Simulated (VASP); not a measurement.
# SrB2N4 (P4/mmm) in VASP: further runs

One crystal, SrB2N4, is run at these levels: PBE; tasks: single point.

All numbers are computed with VASP 6.6.1; they aren't measurements. Logs are shortened: lines on timing, memory, paths and dates and some standing lists are left out, and cuts for length are marked.

### 1 The cell of the first run

It takes space group P4/mmm (No. 123, tetragonal). The conventional cell has a = 5.329 Å, b = 5.329 Å, c = 3.363 Å, α = 90.00°, β = 90.00°, γ = 90.00°. Sr (site symmetry 4/mmm) is surrounded by 4 N at 1.67 Å. B (site symmetry mmm) is surrounded by 8 N at 2.53 Å. N (site symmetry m2m) has 1 Sr at 1.67 Å as nearest neighbours.

The cell was built by a generator and needn't be a form met in nature.

### 2 Single point, PBE (species swapped into the Cs2PdCl4 type (P4/mmm, No. 123))

INCAR

```
  PREC = Accurate
  ENCUT = 520
  EDIFF = 1E-6
  ISMEAR = 0
  SIGMA = 0.1
  LREAL = False
  LASPH = True
  NELM = 100
  ALGO = Normal
  ISIF = 2
  LWAVE = False
  LCHARG = True
  GGA = PE
  LELF = True
  LVHAR = True
  NBANDS = 27
```

KPOINTS

```
Automatic mesh
0
Gamma
  4 4 6
```

POSCAR

```
SrB2N4
1.0
    5.3290599400      0.0000000000      0.0000000000
    0.0000000000      5.3290599400      0.0000000000
    0.0000000000      0.0000000000      3.3625148800
Sr B N
1 2 4
Direct
    0.0000000000      0.0000000000      0.0000000000
    0.0000000000      0.5000000000      0.5000000000
    0.5000000000      0.0000000000      0.5000000000
    0.2210000000      0.2210000000      0.0000000000
    0.7790000000      0.2210000000      0.0000000000
    0.7790000000      0.7790000000      0.0000000000
    0.2210000000      0.7790000000      0.0000000000
```

Potentials or basis: VASP PAW PBE potentials, release 64 (Sr_sv, B, N).

Command:

```
cat potpaw_PBE.64/Sr_sv/POTCAR potpaw_PBE.64/B/POTCAR potpaw_PBE.64/N/POTCAR > POTCAR
mpirun -np 1 vasp_std > vasp.out
```

OUTCAR:

```text
PREC = Accurate
   ENCUT = 520
   EDIFF = 1E-6
   ISMEAR = 0
   LREAL = False
   LASPH = True
   NELM = 100
   ISIF = 2
   GGA = PE

 ion  position               nearest neighbor table
   1  0.000  0.000  0.000-   4 1.67   5 1.67   6 1.67   7 1.67   2 3.15   3 3.15   2 3.15   3 3.15
                             2 3.15   2 3.15   3 3.15   3 3.15
   2  0.000  0.500  0.500-   1 3.15   1 3.15   1 3.15   1 3.15
   3  0.500  0.000  0.500-   1 3.15   1 3.15   1 3.15   1 3.15
   4  0.221  0.221  0.000-   1 1.67
   5  0.779  0.221  0.000-   1 1.67
   6  0.779  0.779  0.000-   1 1.67
   7  0.221  0.779  0.000-   1 1.67

 -----------------------------------------------------------------------------
|                                                                             |
|           W    W    AA    RRRRR   N    N  II  N    N   GGGG   !!!           |
|           W    W   A  A   R    R  NN   N  II  NN   N  G    G  !!!           |
|           W    W  A    A  R    R  N N  N  II  N N  N  G       !!!           |
|           W WW W  AAAAAA  RRRRR   N  N N  II  N  N N  G  GGG   !            |
|           WW  WW  A    A  R   R   N   NN  II  N   NN  G    G                |
|           W    W  A    A  R    R  N    N  II  N    N   GGGG   !!!           |
|                                                                             |
|     The distance between some ions is very small. Please check the          |
|     nearest-neighbor list in the OUTCAR file.                               |
|     I HOPE YOU KNOW WHAT YOU ARE DOING!                                     |
|                                                                             |
 -----------------------------------------------------------------------------

  LATTYP: Found a simple tetragonal cell.
 ALAT       =     5.3290599400
 C/A-ratio  =     0.6309771175

  Lattice vectors:

 A1 = (   5.3290599400,   0.0000000000,   0.0000000000)
 A2 = (   0.0000000000,   5.3290599400,   0.0000000000)
 A3 = (   0.0000000000,   0.0000000000,   3.3625148800)

Analysis of symmetry for initial positions (statically):
=====================================================================
 Subroutine PRICEL returns:
 Original cell was already a primitive cell.

 Routine SETGRP: Setting up the symmetry group for a
 simple tetragonal supercell.

 Subroutine GETGRP returns: Found 16 space group operations
 (whereof 16 operations were pure point group operations)
 out of a pool of 16 trial point group operations.

The static configuration has the point symmetry D_4h.

Analysis of symmetry for dynamics (positions and initial velocities):
=====================================================================
 Subroutine PRICEL returns:
 Original cell was already a primitive cell.

 Routine SETGRP: Setting up the symmetry group for a
 simple tetragonal supercell.

 Subroutine GETGRP returns: Found 16 space group operations
 (whereof 16 operations were pure point group operations)
 out of a pool of 16 trial point group operations.

The dynamic configuration has the point symmetry D_4h.

 Subroutine INISYM returns: Found 16 space group operations
 (whereof 16 operations are pure point group operations),
 and found     1 'primitive' translations

----------------------------------------------------------------------------------------

                                     Primitive cell

  volume of cell :      95.4917

  direct lattice vectors                    reciprocal lattice vectors
     5.329059940  0.000000000  0.000000000     0.187650357  0.000000000  0.000000000
     0.000000000  5.329059940  0.000000000     0.000000000  0.187650357  0.000000000
     0.000000000  0.000000000  3.362514880     0.000000000  0.000000000  0.297396453

  length of vectors
     5.329059940  5.329059940  3.362514880     0.187650357  0.187650357  0.297396453

  position of ions in fractional coordinates (direct lattice)
     0.000000000  0.000000000  0.000000000
     0.000000000  0.500000000  0.500000000
     0.500000000  0.000000000  0.500000000
     0.221000000  0.221000000  0.000000000
     0.779000000  0.221000000  0.000000000
     0.779000000  0.779000000  0.000000000
     0.221000000  0.779000000  0.000000000

  ion indices of the primitive-cell ions
   primitive index   ion index
                 1           1
                 2           2
                 3           3
                 4           4
                 5           5
                 6           6
                 7           7

----------------------------------------------------------------------------------------

 KPOINTS: Automatic mesh

Automatic generation of k-mesh.
 Grid dimensions read from file:
 generate k-points for:    4    4    6

 Generating k-lattice:

  Cartesian coordinates                     Fractional coordinates (reciprocal lattice)
     0.046912589  0.000000000  0.000000000     0.250000000  0.000000000  0.000000000
     0.000000000  0.046912589  0.000000000     0.000000000  0.250000000  0.000000000
     0.000000000  0.000000000  0.049566076     0.000000000  0.000000000  0.166666667

  Length of vectors
     0.046912589  0.046912589  0.049566076

  Shift w.r.t. Gamma in fractional coordinates (k-lattice)
     0.000000000  0.000000000  0.000000000

 Subroutine IBZKPT returns following result:
 ===========================================

 Found     24 irreducible k-points:

 Following reciprocal coordinates:
            Coordinates               Weight
  0.000000  0.000000  0.000000      1.000000
  0.250000  0.000000  0.000000      4.000000
  0.500000  0.000000  0.000000      2.000000
  0.250000  0.250000  0.000000      4.000000
  0.500000  0.250000  0.000000      4.000000
  0.500000  0.500000  0.000000      1.000000
[... 16 lines left out ...]
  0.500000  0.250000  0.500000      4.000000
  0.500000  0.500000  0.500000      1.000000
   k-points           NKPTS =     24   k-points in BZ     NKDIM =     24   number of bands    NBANDS=     27
   number of dos      NEDOS =    301   number of ions     NIONS =      7
   total plane-waves  NPLWV =  44800
   dimension x,y,z NGX =    40 NGY =   40 NGZ =   28
   dimension x,y,z NGXF=    80 NGYF=   80 NGZF=   56
   ions per type =               1   2   4
   NGX,Y,Z   is equivalent  to a cutoff of  12.48, 12.48, 13.84 a.u.
   NGXF,Y,Z  is equivalent  to a cutoff of  24.96, 24.96, 27.69 a.u.
 SYSTEM =  unknown system
   PREC   = accura    normal or accurate (medium, high low for compatibility)
   ISTART =      0    job   : 0-new  1-cont  2-samecut
   ICHARG =      2    charge: 1-file 2-atom 10-const
   ISPIN  =      1    spin polarized calculation?
   LNONCOLLINEAR =      F non collinear calculations
   LSORBIT =      F    spin-orbit coupling
   LASPH  =      T    aspherical Exc in radial PAW
   ENCUT  =  520.0 eV  38.22 Ry    6.18 a.u.   9.91  9.91  6.25*2*pi/ulx,y,z
   NELM   =    100;   NELMIN=  2; NELMDL= -5     # of ELM steps
   EDIFF  = 0.1E-05   stopping-criterion for ELM
   LREAL  =      F    real-space projection
   EDIFFG = 0.1E-04   stopping-criterion for IOM
   NSW    =      0    number of steps for IOM
   IBRION =     -1    ionic relax: 0-MD 1-quasi-New 2-CG
   NFREE  =      0    steps in history (QN), initial steepest desc. (CG)
   ISIF   =      2    stress and relaxation
   ISYM   =      2    0-nonsym 1-usesym 2-fastsym
   POTIM  = 0.5000    time-step for ionic-motion
   TEBEG  =    0.0;   TEEND  =   0.0 temperature during run
   PSTRESS=    0.0 pullay stress
   NELECT =      36.0000    total number of electrons
   NUPDOWN=      -1.0000    fix difference up-down
   EMIN   =  10.00;   EMAX   =-10.00  energy-range for DOS
   EFERMI =   0.00;   METHOD = LEGACY
   ISMEAR =     0;   SIGMA  =   0.10  broadening in eV -4-tet -1-fermi 0-gaus
   EFERMI_NEDOS =   21; number of points for ismear=-14 and -15
   IALGO  =     38    algorithm
   IMIX   =      4    mixing-type and parameters
     AMIX     =   0.40;   BMIX     =  1.00
     AMIX_MAG =   1.60;   BMIX_MAG =  1.00
  volume/ion in A,a.u.               =      13.64        92.06
  Fermi-wavevector in a.u.,A,eV,Ry     =   1.182644  2.234872 19.029730  1.398646
  Thomas-Fermi vector in A             =   2.318894
   LORBIT       =      0    0 simple, 1 ext, 2 COOP (PROOUT), +10 PAW based schemes
   GGA     = PE    functional components
   LHFCALC =     F    Hartree Fock is set to
   AEXX    =    0.0000 exact exchange contribution
   IVDW    =     0    specifies the selected vdW correction
   LEPSILON=     F    determine dielectric tensor
   LRPA    =     F    only Hartree local field effects (RPA)
 non-spin polarized calculation
 Gauss-broadening in eV      SIGMA  =   0.10
  energy-cutoff  :      520.00
  volume of cell :       95.49
 maximum number of plane-waves:      2596
 NGX is ok and might be reduce to    40
   NGX = 19   NGY = 19   NGZ = 13

 number of electron      35.9999999 magnetization

 Free energy of the ion-electron system (eV)
  ---------------------------------------------------
  ext. energy  EPLUGINS =         0.00000000
  ---------------------------------------------------
  free energy    TOTEN  =       -15.90642055 eV

  energy without entropy =      -15.88743646  energy(sigma->0) =      -15.89692851

 E-fermi :   1.2514     XC(G=0):  -9.5476

 val. band max:        1.2322620549   @ k =   0.2500   0.0000   0.0000
 cond. band min:       1.2606346558   @ k =   0.0000   0.0000   0.1667
 fundamental gap:      0.0283726009
 Fermi energy:         1.2514391261

 k-point     1 :       0.0000    0.0000    0.0000
  band No.  band energies     occupation
      1     -33.9169      2.00000
      2     -20.2504      2.00000
      3     -20.2504      2.00000
      4     -14.0730      2.00000
      5     -12.3627      2.00000
      6     -11.6344      2.00000
[... 19 lines left out ...]
     26       5.0643      0.00000
     27       6.5244      0.00000

 k-point     2 :       0.2500    0.0000    0.0000
  band No.  band energies     occupation
      1     -33.9165      2.00000
      2     -20.2706      2.00000
      3     -20.2464      2.00000
      4     -14.0712      2.00000
      5     -12.4384      2.00000
      6     -11.4336      2.00000
[... 19 lines left out ...]
     26       5.6143      0.00000
     27       6.2193      0.00000

 k-point     3 :       0.5000    0.0000    0.0000
  band No.  band energies     occupation
      1     -33.9160      2.00000
      2     -20.2905      2.00000
      3     -20.2424      2.00000
      4     -14.0695      2.00000
      5     -12.5102      2.00000
      6     -11.2019      2.00000
[... 19 lines left out ...]
     26       5.4881      0.00000
     27       6.1266      0.00000

 k-point     4 :       0.2500    0.2500    0.0000
  band No.  band energies     occupation
      1     -33.9161      2.00000
      2     -20.2667      2.00000
      3     -20.2661      2.00000
      4     -14.0695      2.00000
      5     -12.5184      2.00000
      6     -11.2209      2.00000
[... 19 lines left out ...]
     26       6.0023      0.00000
     27       6.0044      0.00000
[... 516 lines left out ...]
      4     -14.9872      2.00000
      5     -12.3364      2.00000
      6     -10.7719      2.00000
[... 19 lines left out ...]
     26       5.8248      0.00000
     27       6.4673      0.00000

 k-point    23 :       0.5000    0.2500    0.5000
  band No.  band energies     occupation
      1     -33.8411      2.00000
      2     -20.1809      2.00000
      3     -20.1610      2.00000
      4     -14.9826      2.00000
      5     -12.3963      2.00000
      6     -10.5826      2.00000
[... 19 lines left out ...]
     26       5.8660      0.00000
     27       6.3694      0.00000

 k-point    24 :       0.5000    0.5000    0.5000
  band No.  band energies     occupation
      1     -33.8408      2.00000
      2     -20.1773      2.00000
      3     -20.1773      2.00000
      4     -14.9779      2.00000
      5     -12.4588      2.00000
      6     -10.3847      2.00000
[... 19 lines left out ...]
     26       6.0422      0.00000
     27       6.8632      0.00000

------------------------ aborting loop because EDIFF is reached ----------------------------------------

  FORCE on cell =-STRESS in cart. coord.  units (eV):
  Direction    XX          YY          ZZ          XY          YZ          ZX
  --------------------------------------------------------------------------------------
  -------------------------------------------------------------------------------------
  Total       30.1889922     30.1889922     -9.1464296      0.0000000     -0.0000000      0.0000000
  in kB      506.5167041    506.5167041   -153.4605508      0.0000000     -0.0000000      0.0000000
  external PRESSURE =     286.5242858 kB  Pullay stress =       0.0000000 kB

 VOLUME and BASIS-vectors are now :
 -----------------------------------------------------------------------------
  energy-cutoff  :      520.00
  volume of cell :       95.49
      direct lattice vectors                 reciprocal lattice vectors
     5.329059940  0.000000000  0.000000000     0.187650357  0.000000000  0.000000000
     0.000000000  5.329059940  0.000000000     0.000000000  0.187650357  0.000000000
     0.000000000  0.000000000  3.362514880     0.000000000  0.000000000  0.297396453

 POSITION                                       TOTAL-FORCE (eV/Angst)
 -----------------------------------------------------------------------------------
      0.00000      0.00000      0.00000         0.000000      0.000000      0.000000
      0.00000      2.66453      1.68126         0.000000      0.000000      0.000000
      2.66453      0.00000      1.68126         0.000000      0.000000      0.000000
      1.17772      1.17772      0.00000         7.857784      7.857784     -0.000000
      4.15134      1.17772      0.00000        -7.857784      7.857784     -0.000000
      4.15134      4.15134      0.00000        -7.857784     -7.857784      0.000000
      1.17772      4.15134      0.00000         7.857784     -7.857784      0.000000
 -----------------------------------------------------------------------------------
    total drift:                               -0.000000      0.000000      0.000000

  FREE ENERGIE OF THE ION-ELECTRON SYSTEM (eV)
  ---------------------------------------------------
  free  energy   TOTEN  =       -15.9064205491 eV

  energy  without entropy=      -15.8874364642  energy(sigma->0) =      -15.89692851
```

Wall time 69 s (1 thread of Intel Xeon Platinum 8488C (Sapphire Rapids), shared host); peak memory 0.23 GiB.

What came out:

```yaml
Free_energy: -15.9064 eV
Pressure: 28.7 GPa
Largest_force: 11.113 eV/Å
Band_gap_on_the_k_mesh: none (metal or under the smearing width)
```

Forces in eV/Å, atoms in the order of the input:
```
Sr   0.000  0.000  0.000
B    0.000  0.000  0.000
B    0.000  0.000  0.000
N    7.858  7.858  0.000
N   -7.858  7.858  0.000
N   -7.858 -7.858  0.000
N    7.858 -7.858  0.000
```

Stress tensor (GPa, compression positive):
```
 50.65   0.00   0.00
  0.00  50.65   0.00
  0.00   0.00 -15.35
```

Levels at points of the mesh, in eV from the Fermi level:
| k point | band 16 | band 17 | band 18 | band 19 | band 20 | band 21 |
| --- | --- | --- | --- | --- | --- | --- |
| (0.00, 0.00, 0.00) | -1.13 | -0.72 | -0.51 | -0.09 | 1.24 | 2.27 |
| (0.50, 0.00, 0.00) | -0.65 | -0.24 | -0.12 | 0.27 | 0.32 | 1.89 |
| (0.50, 0.50, 0.00) | -0.85 | -0.41 | 0.03 | 0.86 | 0.86 | 1.15 |
| (0.00, 0.00, 0.50) | -1.15 | -0.90 | -0.90 | 1.34 | 2.11 | 2.26 |
| (0.50, 0.00, 0.50) | -0.75 | -0.56 | -0.54 | -0.29 | 0.84 | 2.86 |
| (0.50, 0.50, 0.50) | -2.52 | -0.32 | -0.32 | 0.17 | 0.35 | 2.09 |

Caveat: a pressure of tens of GPa on the cell as given is suspect, and the run, the potentials or the cell itself is likely at fault; forces of over 1 eV/Å show positions far from the minimum, so gaps and moduli don't describe the material at rest.

(Part 1 of 2 ends here.)
